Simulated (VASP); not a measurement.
ZnSe: band gap against strain

ZnSe (zinc blende, F-43m, 21.630 Å³/atom and stress up to 0.15 GPa in the relaxed cell, cube axes along x, y and z) under an equal strain ε along all three axes. LDA in VASP (plane waves, PAW), 480 eV, 10×10×10 Γ-centred mesh, Gaussian smearing 0.05 eV; ions are relaxed, or left where forces stay under 0.02 eV/Å, within the symmetry of each cell. Against the start cell, which lies near the measured one, the relaxed cell differs by -5.1 % in volume; the values below rest on it. Gaps are the smallest on the run's k-mesh, which can miss an edge that lies off it, without spin-orbit coupling; in all rows the valence edge lies at Γ and the conduction edge at Γ.

Here s stands for strain and Eg for gap.

| strain (%) | gap (eV) |
|---|---|
| -1.50 | 1.474 |
| -1.00 | 1.408 |
| -0.50 | 1.343 |
| 0.00 | 1.279 |
| 0.50 | 1.216 |
| 1.00 | 1.154 |
| 1.50 | 1.094 |
| 3.00 | ? |

Problem. Fit Eg against s with a straight line, and predict the withheld value at s = 3.00.

Solution. Means: s 0, Eg 1.2811. About the means, the sum of products is -0.88750 and the sum of squares of s is 7.0000; the slope is their ratio. Least squares gives Eg = 1.2811 - 0.12679·s. Residuals (row less fit): 0.0027, 0.0001, -0.0015, -0.0021, -0.0017, -0.0003, 0.0031; standard error 0.0023 (degrees of freedom: 5). Over these rows the gap moves by -12.68 ± 0.09 eV per unit strain, or -4.2 eV per unit of ln V. At the withheld row, Eg = 1.2811 - 0.12679 × 3.0 = 0.9007 eV. The calculation gives 0.918 eV, 0.0173 eV above the prediction (3.1 % of the range of Eg in the table). The row lies outside the fitted rows, so this is an extrapolation. From the scatter of the fitted rows alone, a prediction at this place has a standard error of 0.0036 eV, so the miss is 4.8 times that.

A polynomial of degree 2 through the 12 other runs of the series gives 0.919 there, so most of the miss is curvature that the fit leaves out. Other structures, which can take over under pressure, weren't tried. Spin-orbit coupling is left out, which can shift this property for ZnSe. Rows are the converged runs of the series near zero and its far end; series whose fitted rows scatter by over a few per cent of the range, as at a crossing or softening among them, aren't shown in this form, nor equations of state whose B0' disagrees with the runs' pressures. Most that stay on the fit to the last digits aren't either.
